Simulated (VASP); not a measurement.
OSZICAR of a VASP run on TiAl (L1_0):

OSZICAR:
```
       N       E                     dE             d eps       ncg     rms          rms(c)
DAV:   1     0.802022423420E+02    0.80202E+02   -0.65410E+03  4629   0.115E+03
DAV:   2    -0.451538191006E+01   -0.84718E+02   -0.82591E+02  4691   0.301E+02
DAV:   3    -0.944681754947E+01   -0.49314E+01   -0.47009E+01  7161   0.719E+01
DAV:   4    -0.961186978891E+01   -0.16505E+00   -0.16342E+00  5880   0.114E+01
DAV:   5    -0.961964206621E+01   -0.77723E-02   -0.77649E-02  6720   0.222E+00    0.105E+01
DAV:   6    -0.657407523455E+01    0.30456E+01   -0.19119E+01  6032   0.499E+01    0.380E+00
DAV:   7    -0.661170477642E+01   -0.37630E-01   -0.12108E+00  5512   0.112E+01    0.221E+00
DAV:   8    -0.674273489356E+01   -0.13103E+00   -0.61964E-01  5622   0.601E+00    0.630E-01
DAV:   9    -0.674040539717E+01    0.23295E-02   -0.35721E-02  5431   0.158E+00    0.407E-01
DAV:  10    -0.676410383470E+01   -0.23698E-01   -0.44261E-02  5679   0.155E+00    0.230E-01
DAV:  11    -0.676910090246E+01   -0.49971E-02   -0.11411E-02  6173   0.946E-01    0.156E-01
DAV:  12    -0.677280618446E+01   -0.37053E-02   -0.17559E-02  5446   0.926E-01    0.565E-02
DAV:  13    -0.677297719968E+01   -0.17102E-03   -0.85271E-04  5649   0.296E-01    0.352E-02
DAV:  14    -0.677310458486E+01   -0.12739E-03   -0.28101E-04  5754   0.150E-01    0.178E-02
DAV:  15    -0.677315234953E+01   -0.47765E-04   -0.93837E-05  5666   0.738E-02    0.124E-02
DAV:  16    -0.677319261522E+01   -0.40266E-04   -0.28542E-04  5396   0.130E-01    0.109E-02
DAV:  17    -0.677319513792E+01   -0.25227E-05   -0.21517E-05  5496   0.337E-02    0.382E-03
DAV:  18    -0.677319659087E+01   -0.14530E-05   -0.76217E-06  5532   0.215E-02    0.177E-03
DAV:  19    -0.677319671480E+01   -0.12393E-06   -0.93100E-07  3986   0.795E-03
   1 F= -.67731967E+01 E0= -.67731355E+01  d E =-.183589E-03
```

**Question.** Which electronic solver shows in the log?

**Answer.** It is blocked Davidson (ALGO = Normal, or the opening steps of other solvers). The INCAR had ALGO = Normal.

**Question.** Can the final energy be trusted as converged?

**Answer.** The calculation finished and met its thresholds. It stopped with EDIFF = 1E-6, NELM = 100 (PBE GGA + U (Dudarev), plane waves, VASP's PBE PAW potentials (set 64)).

The compound is TiAl in the L1_0 structure. The cell was not relaxed at this level, atoms are displaced from their ideal sites. The run is one of a series of settings (LDAU = .TRUE., LDAUJ = 0 0, LDAUL = 2 -1, LDAUTYPE = 2, LDAUU = 8.0 0 against the base run), some of them coarse on purpose. The electron count is odd and the run is not spin-polarised, which forces a metal.
